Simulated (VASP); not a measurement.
Energy against volume of TiCo (CsCl type). All values below come from vdW-DF2, VASP's PBE PAW potentials (set 64) (plane waves; VASP). Numerical set-up: 520 eV cut-off, 12×12×12 Γ-centred mesh, first-order Methfessel-Paxton smearing of 0.10 eV, potentials Ti_sv Co.

```
V (Å³/atom)  E (eV/atom)
-----------  -----------
12.956          -4.40627
13.369          -4.42668
13.783          -4.43284
14.196          -4.42680
```

Task: Fit these four points and predict the energy of the run at 14.610 Å³/atom.

Result: A cubic in V^(−2/3), the third-order Birch-Murnaghan form, passes through the four points with V0 = 13.77 Å³/atom and B0 = 158 GPa, and gives -4.4103 eV/atom there. The run gave -4.4103 eV/atom, -0.0 meV/atom from the fit; all five points give B0 = 157 GPa.

The compound is TiCo in the CsCl type structure. It was relaxed first. The run is not spin-polarised, so no magnetic state was tried.
